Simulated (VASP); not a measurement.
Crystal: ZnCd2SeS2.

```
Zn Cd Se S
1.0
     5.93500   -3.42500    0.00000
     5.93500    3.42500    0.00000
     0.00000    0.00000    6.46000
Zn Cd Se S
2 4 2 4
Cartesian
  5.9350 -2.2742 3.2106
  5.9350 2.2742 6.4406
  3.9408 1.1302 3.2300
  3.9408 -1.1302 0.0000
  7.9292 1.1302 3.2300
  7.9292 -1.1302 0.0000
  5.9350 2.3427 2.4031
  5.9350 -2.3427 5.6331
  4.0121 -1.1782 2.4677
  7.8579 -1.1782 2.4677
  4.0121 1.1782 5.6977
  7.8579 1.1782 5.6977
```

The cell was built by a generator and needn't be a form met in nature.

| Quantity | Value |
| --- | --- |
| Program | VASP 6.6.1 |
| Task | relaxation of cell and atoms |
| Functional | PBE |
| Potentials or basis | VASP PAW PBE potentials, release 64 (Zn, Cd, Se, S) |
| Cutoff | 520 eV |
| k mesh | 3 × 3 × 2 |
| Occupations | gaussian, width 0.15 eV |
| Spin | no spin polarisation |

At the start: pressure 11.1 GPa; volume 21.89 Å³/atom.

**Question.** How do energy, volume and symmetry change on relaxing?

**Answer.** Over 8 steps the energy falls by 117.3 meV/atom and the volume is 25.15 Å³/atom (+14.9 %); space group Cmc2_1 (No. 36, to 0.05 Å).

The path:
| step | energy change (eV) | largest force (eV/Å) | pressure (GPa) | volume (Å³) |
| --- | --- | --- | --- | --- |
| 1 | 0.0000 | 1.1840 | 11.07 | 262.63 |
| 2 | -1.1365 | 0.1714 | -3.07 | 324.38 |
| 3 | -1.3592 | 0.3293 | -0.42 | 303.73 |
| 4 | -1.3586 | 0.3416 | 0.05 | 302.87 |
| 5 | -1.3866 | 0.2613 | 0.07 | 302.03 |
| 6 | -1.4030 | 0.1140 | 0.35 | 300.58 |
| 7 | -1.4034 | 0.1259 | 0.14 | 300.78 |
| 8 | -1.4076 | 0.0553 | 0.08 | 301.79 |

Final structure:
```
Zn Cd Se S
1.0
     6.20513   -3.59856    0.00000
     6.20513    3.59856    0.00000
     0.00000    0.00000    6.75772
Zn Cd Se S
2 4 2 4
Direct
  0.82703 0.17297 0.49460
  0.17297 0.82703 0.99460
  0.16786 0.49323 0.50357
  0.49323 0.16786 0.00357
  0.50677 0.83214 0.50357
  0.83214 0.50677 0.00357
  0.15088 0.84912 0.36184
  0.84912 0.15088 0.86184
  0.51774 0.16663 0.38472
  0.83337 0.48226 0.38472
  0.16663 0.51774 0.88472
  0.48226 0.83337 0.88472
```

Caveat: the k mesh is coarse (spacing up to 0.49 Å⁻¹), so the values aren't converged.
